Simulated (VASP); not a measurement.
Input:

```yaml
crystal:
  lattice:
    - [0.00000, 2.15853, 2.15853]
    - [2.15853, 0.00000, 2.15853]
    - [2.15853, 2.15853, 0.00000]
  atoms:
    - { symbol: Be, position: [0.25000, 0.25000, 0.25000] }
    - { symbol: Be, position: [0.75000, 0.75000, 0.75000] }
    - { symbol: C, position: [0.00000, 0.00000, 0.00000] }
```

Method: PBEsol GGA, VASP's PBE PAW potentials (set 64) (plane waves; VASP). Numerical set-up: 620 eV cut-off, 9×9×9 Γ-centred mesh, Gaussian smearing of 0.050 eV, potentials Be C.

Predict the energy per atom (σ→0).

```
Item                            Value
---------------------  --------------
energy per atom (σ→0)  -6.138 eV/atom
```

The absolute energy has meaning only against runs of the same code, potentials and settings.

The compound is Be2C in the antifluorite structure. It was relaxed first.
